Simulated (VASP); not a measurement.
# HfZr2Se4 (Cmmm) in VASP: relaxation of cell and atoms with PBE

Aim: the relaxation of cell and atoms of HfZr2Se4 with PBE.

All numbers are computed with VASP 6.6.1; they aren't measurements. Logs are shortened: lines on timing, memory, paths and dates and some standing lists are left out, and cuts for length are marked.

### Step 1. The crystal as given

Symmetry: Cmmm, No. 65, orthorhombic system. Conventional cell: a = 7.748 Å, b = 10.728 Å, c = 3.779 Å, α = 90.00°, β = 90.00°, γ = 90.00°. Zr (site symmetry 2/m) has 6 Se at 2.68 to 2.71 Å as nearest neighbours. Hf (site symmetry mmm) is surrounded by 6 Se at 2.74 to 2.79 Å. Se (site symmetry m2m) has 4 Zr at 2.71 Å and 1 Hf at 2.79 Å as nearest neighbours. Around Se (site symmetry 2mm) lie 2 Zr at 2.68 Å and 2 Hf at 2.74 Å.

The cell was built by a generator and needn't be a form met in nature.

### Step 2. Relaxation of cell and atoms, PBE

The input, INCAR:

```
SYSTEM = HfZr2Se4
ALGO     = Normal         ! electronic algorithm
EDIFF    = 1E-6           ! SCF threshold, eV
EDIFFG   = -0.01          ! ionic threshold
ENCUT    = 520            ! plane-wave cutoff, eV
GGA      = PE             ! functional
IBRION   = 2              ! ionic algorithm
ISIF     = 3              ! what is computed and relaxed
ISMEAR   = 0              ! smearing method
KPAR     = 4            
LASPH    = .True.         ! aspherical terms in the spheres
LCHARG   = .False.        ! write CHGCAR
LREAL    = .False.        ! projectors in reciprocal space
LWAVE    = .False.        ! write WAVECAR
NELM     = 120            ! most SCF steps
NSW      = 90             ! ionic steps
PREC     = Accurate       ! precision mode
SIGMA    = 0.1            ! smearing width, eV
```

The input, KPOINTS:

```
k-points
0
Gamma
  6 6 8
  0 0 0
```

The input, POSCAR:

```
HfZr2Se4
1.0
    3.8740000000     -5.3640000000      0.0000000000
    3.8740000000      5.3640000000      0.0000000000
    0.0000000000      0.0000000000      3.7790000000
Zr Hf Se
2 1 4
Direct
    0.5000000000      0.0000000000      0.5000000000
    0.0000000000      0.5000000000      0.5000000000
    0.0000000000      0.0000000000      0.0000000000
    0.2599739000      0.7400261000      0.0000000000
    0.7400261000      0.2599739000      0.0000000000
    0.2556788800      0.2556788800      0.5000000000
    0.7443211200      0.7443211200      0.5000000000
```

Potentials or basis: VASP PAW PBE potentials, release 64 (Zr_sv, Hf_pv, Se).

Command:

```sh
> cat potpaw_PBE.64/Zr_sv/POTCAR potpaw_PBE.64/Hf_pv/POTCAR potpaw_PBE.64/Se/POTCAR > POTCAR
> mpirun -np 4 vasp_std > vasp.out
```

OUTCAR:

```text
SYSTEM = HfZr2Se4
   EDIFF = 1E-6
   EDIFFG = -0.01
   ENCUT = 520
   GGA = PE
   IBRION = 2
   ISIF = 3
   ISMEAR = 0
   LASPH = .True.
   LREAL = .False.
   NELM = 120
   NSW = 90
   PREC = Accurate

 ion  position               nearest neighbor table
   1  0.500  0.000  0.500-   6 2.68   7 2.68   4 2.71   5 2.71   4 2.71   5 2.71   3 3.81   3 3.81
                             3 3.81   3 3.81   2 3.87   2 3.87
   2  0.000  0.500  0.500-   6 2.68   7 2.68   4 2.71   5 2.71   4 2.71   5 2.71   3 3.81   3 3.81
                             3 3.81   3 3.81   1 3.87   1 3.87
   3  0.000  0.000  0.000-   6 2.74   7 2.74   6 2.74   7 2.74   4 2.79   5 2.79   1 3.81   2 3.81
                             1 3.81   2 3.81   2 3.81   2 3.81   1 3.81   1 3.81
   4  0.260  0.740  0.000-   1 2.71   2 2.71   1 2.71   2 2.71   3 2.79
   5  0.740  0.260  0.000-   1 2.71   2 2.71   1 2.71   2 2.71   3 2.79
   6  0.256  0.256  0.500-   1 2.68   2 2.68   3 2.74   3 2.74
   7  0.744  0.744  0.500-   1 2.68   2 2.68   3 2.74   3 2.74

  LATTYP: Found a base centered orthorhombic cell.
 ALAT       =     7.7480000000
 B/A-ratio  =     1.3846153846
 C/A-ratio  =     0.4877387713

  Lattice vectors:

 A1 = (   3.8740000000,  -5.3640000000,   0.0000000000)
 A2 = (   3.8740000000,   5.3640000000,   0.0000000000)
 A3 = (   0.0000000000,   0.0000000000,   3.7790000000)

Analysis of symmetry for initial positions (statically):
=====================================================================
 Subroutine PRICEL returns:
 Original cell was already a primitive cell.

 Routine SETGRP: Setting up the symmetry group for a
 base centered orthorhombic supercell.

 Subroutine GETGRP returns: Found  8 space group operations
 (whereof  8 operations were pure point group operations)
 out of a pool of  8 trial point group operations.

The static configuration has the point symmetry D_2h.

Analysis of symmetry for dynamics (positions and initial velocities):
=====================================================================
 Subroutine PRICEL returns:
 Original cell was already a primitive cell.

 Routine SETGRP: Setting up the symmetry group for a
 base centered orthorhombic supercell.

 Subroutine GETGRP returns: Found  8 space group operations
 (whereof  8 operations were pure point group operations)
 out of a pool of  8 trial point group operations.

The dynamic configuration has the point symmetry D_2h.

 Subroutine INISYM returns: Found  8 space group operations
 (whereof  8 operations are pure point group operations),
 and found     1 'primitive' translations

----------------------------------------------------------------------------------------

                                     Primitive cell

  volume of cell :     157.0563

  direct lattice vectors                    reciprocal lattice vectors
     3.874000000 -5.364000000  0.000000000     0.129065565 -0.093214019  0.000000000
     3.874000000  5.364000000  0.000000000     0.129065565  0.093214019  0.000000000
     0.000000000  0.000000000  3.779000000     0.000000000  0.000000000  0.264620270

  length of vectors
     6.616673787  6.616673787  3.779000000     0.159206701  0.159206701  0.264620270

  position of ions in fractional coordinates (direct lattice)
     0.500000000  0.000000000  0.500000000
     0.000000000  0.500000000  0.500000000
     0.000000000  0.000000000  0.000000000
     0.259973900  0.740026100  0.000000000
     0.740026100  0.259973900  0.000000000
     0.255678880  0.255678880  0.500000000
     0.744321120  0.744321120  0.500000000

  ion indices of the primitive-cell ions
   primitive index   ion index
                 1           1
                 2           2
                 3           3
                 4           4
                 5           5
                 6           6
                 7           7

----------------------------------------------------------------------------------------

 KPOINTS: k-points

Automatic generation of k-mesh.
 Grid dimensions read from file:
 generate k-points for:    6    6    8

 Generating k-lattice:

  Cartesian coordinates                     Fractional coordinates (reciprocal lattice)
     0.021510928 -0.015535670  0.000000000     0.166666667  0.000000000  0.000000000
     0.021510928  0.015535670  0.000000000     0.000000000  0.166666667  0.000000000
     0.000000000  0.000000000  0.033077534     0.000000000  0.000000000  0.125000000

  Length of vectors
     0.026534450  0.026534450  0.033077534

  Shift w.r.t. Gamma in fractional coordinates (k-lattice)
     0.000000000  0.000000000  0.000000000

 Subroutine IBZKPT returns following result:
 ===========================================

 Found     65 irreducible k-points:

 Following reciprocal coordinates:
            Coordinates               Weight
  0.000000  0.000000  0.000000      1.000000
  0.166667 -0.000000  0.000000      4.000000
  0.333333 -0.000000  0.000000      4.000000
  0.500000 -0.000000  0.000000      2.000000
  0.166667  0.166667  0.000000      2.000000
  0.333333  0.166667  0.000000      4.000000
[... 16 lines left out ...]
  0.333333  0.333333  0.125000      4.000000
  0.500000  0.333333  0.125000      8.000000
 [... further k-points ...]
   k-points           NKPTS =     65   k-points in BZ     NKDIM =     65   number of bands    NBANDS=     34
   number of dos      NEDOS =    301   number of ions     NIONS =      7
   total plane-waves  NPLWV =  70000
   dimension x,y,z NGX =    50 NGY =   50 NGZ =   28
   dimension x,y,z NGXF=   100 NGYF=  100 NGZF=   56
   ions per type =               2   1   4
   NGX,Y,Z   is equivalent  to a cutoff of  12.56, 12.56, 12.32 a.u.
   NGXF,Y,Z  is equivalent  to a cutoff of  25.13, 25.13, 24.64 a.u.
 SYSTEM =  HfZr2Se4
   PREC   = accura    normal or accurate (medium, high low for compatibility)
   ISTART =      0    job   : 0-new  1-cont  2-samecut
   ICHARG =      2    charge: 1-file 2-atom 10-const
   ISPIN  =      1    spin polarized calculation?
   LNONCOLLINEAR =      F non collinear calculations
   LSORBIT =      F    spin-orbit coupling
   LASPH  =      T    aspherical Exc in radial PAW
   ENCUT  =  520.0 eV  38.22 Ry    6.18 a.u.  12.30 12.30  7.03*2*pi/ulx,y,z
   NELM   =    120;   NELMIN=  2; NELMDL= -5     # of ELM steps
   EDIFF  = 0.1E-05   stopping-criterion for ELM
   LREAL  =      F    real-space projection
   EDIFFG = -.1E-01   stopping-criterion for IOM
   NSW    =     90    number of steps for IOM
   IBRION =      2    ionic relax: 0-MD 1-quasi-New 2-CG
   NFREE  =      1    steps in history (QN), initial steepest desc. (CG)
   ISIF   =      3    stress and relaxation
   ISYM   =      2    0-nonsym 1-usesym 2-fastsym
   POTIM  = 0.5000    time-step for ionic-motion
   TEBEG  =    0.0;   TEEND  =   0.0 temperature during run
   PSTRESS=    0.0 pullay stress
   NELECT =      58.0000    total number of electrons
   NUPDOWN=      -1.0000    fix difference up-down
   EMIN   =  10.00;   EMAX   =-10.00  energy-range for DOS
   EFERMI =   0.00;   METHOD = LEGACY
   ISMEAR =     0;   SIGMA  =   0.10  broadening in eV -4-tet -1-fermi 0-gaus
   EFERMI_NEDOS =   21; number of points for ismear=-14 and -15
   IALGO  =     38    algorithm
   IMIX   =      4    mixing-type and parameters
     AMIX     =   0.40;   BMIX     =  1.00
     AMIX_MAG =   1.60;   BMIX_MAG =  1.00
  volume/ion in A,a.u.               =      22.44       151.41
  Fermi-wavevector in a.u.,A,eV,Ry     =   1.174534  2.219548 18.769659  1.379531
  Thomas-Fermi vector in A             =   2.310930
   LORBIT       =      0    0 simple, 1 ext, 2 COOP (PROOUT), +10 PAW based schemes
   GGA     = PE    functional components
   LHFCALC =     F    Hartree Fock is set to
   AEXX    =    0.0000 exact exchange contribution
   IVDW    =     0    specifies the selected vdW correction
   LEPSILON=     F    determine dielectric tensor
   LRPA    =     F    only Hartree local field effects (RPA)
 conjugate gradient relaxation of ions
 non-spin polarized calculation
 Gauss-broadening in eV      SIGMA  =   0.10
  energy-cutoff  :      520.00
  volume of cell :      157.06
 maximum number of plane-waves:      4260
 NGX is ok and might be reduce to    50
   NGX = 25   NGY = 25   NGZ = 15

--------------------------------------- Ionic step        1  -------------------------------------------

 number of electron      57.9999997 magnetization

 Free energy of the ion-electron system (eV)
  ---------------------------------------------------
  ext. energy  EPLUGINS =         0.00000000
  ---------------------------------------------------
  free energy    TOTEN  =       -49.75877845 eV

  energy without entropy =      -49.74076879  energy(sigma->0) =      -49.74977362

------------------------ aborting loop because EDIFF is reached ----------------------------------------

  FORCE on cell =-STRESS in cart. coord.  units (eV):
  Direction    XX          YY          ZZ          XY          YZ          ZX
  --------------------------------------------------------------------------------------
  -------------------------------------------------------------------------------------
  Total        0.3741437     -0.9932915      0.4008027     -0.0000000      0.0000000      0.0000000
  in kB        3.8167501    -10.1328595      4.0887068     -0.0000000      0.0000000      0.0000000
  external PRESSURE =      -0.7424675 kB  Pullay stress =       0.0000000 kB
[... 104 lines left out ...]
  FREE ENERGIE OF THE ION-ELECTRON SYSTEM (eV)
  ---------------------------------------------------
  free  energy   TOTEN  =       -49.7620167138 eV

  energy  without entropy=      -49.7438968090  energy(sigma->0) =      -49.75295676

[... ionic steps 4 to 11 ...]

--------------------------------------- Ionic step       12  -------------------------------------------

 number of electron      57.9999999 magnetization

------------------------ aborting loop because EDIFF is reached ----------------------------------------

  FORCE on cell =-STRESS in cart. coord.  units (eV):
  Direction    XX          YY          ZZ          XY          YZ          ZX
  --------------------------------------------------------------------------------------
  -------------------------------------------------------------------------------------
  Total        0.0283102     -0.0263924     -0.0293976     -0.0000000      0.0000000      0.0000000
  in kB        0.2885550     -0.2690076     -0.2996386     -0.0000000      0.0000000      0.0000000
  external PRESSURE =      -0.0933637 kB  Pullay stress =       0.0000000 kB
[... 67 lines left out ...]
  energy  without entropy=      -49.7463257354  energy(sigma->0) =      -49.75534311

--------------------------------------- Ionic step       14  -------------------------------------------

 number of electron      57.9999999 magnetization

 Free energy of the ion-electron system (eV)
  ---------------------------------------------------
  ext. energy  EPLUGINS =         0.00000000
  ---------------------------------------------------
  free energy    TOTEN  =       -49.76437526 eV

  energy without entropy =      -49.74634195  energy(sigma->0) =      -49.75535861

 E-fermi :   6.9246     XC(G=0): -10.3340

 val. band max:        6.9221147314   @ k =   0.3333  -0.0000   0.2500
 cond. band min:       6.9252803545   @ k =  -0.1667   0.1667   0.0000
 fundamental gap:      0.0031656232
 Fermi energy:         6.9246076611

 k-point     1 :       0.0000    0.0000    0.0000
  band No.  band energies     occupation
      1     -43.1869      2.00000
      2     -43.1824      2.00000
      3     -25.0509      2.00000
      4     -25.0422      2.00000
      5     -25.0165      2.00000
      6     -21.3726      2.00000
[... 877 lines left out ...]
     33       7.8608      0.00000
     34       8.2666      0.00000

 [... further k-points ...]

------------------------ aborting loop because EDIFF is reached ----------------------------------------

  FORCE on cell =-STRESS in cart. coord.  units (eV):
  Direction    XX          YY          ZZ          XY          YZ          ZX
  --------------------------------------------------------------------------------------
  -------------------------------------------------------------------------------------
  Total        0.0082581      0.0119487     -0.0171996     -0.0000000      0.0000000      0.0000000
  in kB        0.0842018      0.1218316     -0.1753714     -0.0000000      0.0000000      0.0000000
  external PRESSURE =       0.0102207 kB  Pullay stress =       0.0000000 kB
[... 22 lines left out ...]
  FREE ENERGIE OF THE ION-ELECTRON SYSTEM (eV)
  ---------------------------------------------------
  free  energy   TOTEN  =       -49.7643752583 eV

  energy  without entropy=      -49.7463419520  energy(sigma->0) =      -49.75535861

 reached required accuracy - stopping structural energy minimisation
```

Wall time 5.1 min (4 MPI ranks of Intel Xeon 6975P-C (Granite Rapids), shared host); peak memory 0.5 GiB.

Results:

```
Free energy                            : -49.7644 eV
Relaxed volume                         : 22.45 Å³/atom
Relaxed cell                           : a = 6.602 Å, b = 6.602 Å, c = 3.785 Å, α = 90.00°, β = 90.00°, γ = 107.73°
Space group after relaxing (to 0.05 Å) : Cmmm (No. 65)
Energy gained by relaxing              : 0.8 meV/atom
Ionic steps                            : 14
Pressure after relaxing                : 0.0 GPa
Largest force after relaxing           : 0.009 eV/Å
Band gap on the k mesh                 : none (metal or under the smearing width)
```

Forces in eV/Å, atoms in the order of the input:
```
Zr   0.000  0.000  0.000
Zr   0.000  0.000  0.000
Hf   0.000  0.000  0.000
Se   0.000  0.000  0.000
Se   0.000  0.000  0.000
Se   0.009  0.000  0.000
Se  -0.009  0.000  0.000
```

The path:
| step | energy change (eV) | largest force (eV/Å) | pressure (GPa) | volume (Å³) |
| --- | --- | --- | --- | --- |
| 1 | 0.0000 | 0.0623 | -0.07 | 157.06 |
| 2 | -0.0026 | 0.0851 | 0.14 | 156.82 |
| 3 | -0.0032 | 0.0736 | 0.07 | 156.89 |
| 4 | -0.0041 | 0.0615 | -0.02 | 157.08 |
| 5 | -0.0049 | 0.0325 | -0.25 | 157.55 |
| 6 | -0.0054 | 0.0176 | -0.08 | 157.31 |
| 7 | -0.0054 | 0.0174 | 0.00 | 157.20 |
| 8 | -0.0054 | 0.0172 | -0.01 | 157.19 |
| 9 | -0.0054 | 0.0174 | 0.01 | 157.18 |
| 10 | -0.0054 | 0.0174 | 0.03 | 157.18 |
| 11 | -0.0055 | 0.0148 | 0.01 | 157.18 |
| 12 | -0.0056 | 0.0126 | -0.01 | 157.19 |
| 13 | -0.0056 | 0.0116 | -0.02 | 157.19 |
| 14 | -0.0056 | 0.0087 | 0.00 | 157.13 |

Final structure:
```yaml
crystal:
  lattice:
    - [3.89291, -5.33202, 0.00000]
    - [3.89291, 5.33202, 0.00000]
    - [0.00000, 0.00000, 3.78506]
  atoms:
    - { symbol: Zr, position: [0.50000, 0.00000, 0.50000] }
    - { symbol: Zr, position: [0.00000, 0.50000, 0.50000] }
    - { symbol: Hf, position: [0.00000, 0.00000, 0.00000] }
    - { symbol: Se, position: [0.26179, 0.73821, 0.00000] }
    - { symbol: Se, position: [0.73821, 0.26179, 0.00000] }
    - { symbol: Se, position: [0.25310, 0.25310, 0.50000] }
    - { symbol: Se, position: [0.74690, 0.74690, 0.50000] }
```
